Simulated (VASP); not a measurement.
A convergence study with VASP on FeO (rock salt, AFM-II order): one setting is varied, all else stays as given below, so the limit is that of these other settings.

```
CELL_PARAMETERS angstrom
      4.33000     2.16500     2.16500
      2.16500     4.33000     2.16500
      2.16500     2.16500     4.33000
ATOMIC_POSITIONS crystal
  Fe 0.00000 0.00000 0.00000
  Fe 0.50000 0.50000 0.50000
  O  0.25000 0.25000 0.25000
  O  0.75000 0.75000 0.75000
```
Starting moments (μB, in the order of the record's atoms Fe Fe O O): 4.0 -4.0 0.0 0.0.

The numbers are results of PBE GGA, VASP's PBE PAW potentials (set 64) (plane waves; VASP), not measurements. The tightest run used: 700 eV cut-off, 13×13×13 Monkhorst-Pack mesh, Gaussian smearing of 0.050 eV, potentials Fe O.

```json
[
 {"setting": "1×1×1 mesh", "E (eV/atom)": "-6.1084", "pressure (GPa)": "-13.34", "irreducible k-points": "1"},
 {"setting": "2×2×2 mesh", "E (eV/atom)": "-7.4232", "pressure (GPa)": "-6.15", "irreducible k-points": "2"},
 {"setting": "3×3×3 mesh", "E (eV/atom)": "-7.4725", "pressure (GPa)": "-5.17", "irreducible k-points": "6"},
 {"setting": "4×4×4 mesh", "E (eV/atom)": "-7.4406", "pressure (GPa)": "-3.78", "irreducible k-points": "10"}
]
```

These are the cheaper rows. Estimate the results at 13×13×13 mesh, and how far the last row shown lies from them.

```csv
quantity,tightest run,last row shown is off by
E (eV/atom),-7.4516,0.0110
pressure (GPa),-4.11,0.33
```

Left out are rungs that failed or repeat a setting and relaxations that didn't move; long series are thinned to 24 rows.

The compound is FeO in the rock salt, AFM-II order structure. The cell was not relaxed at this level. The spin order is the one that the start imposed; others were not tried in this run.
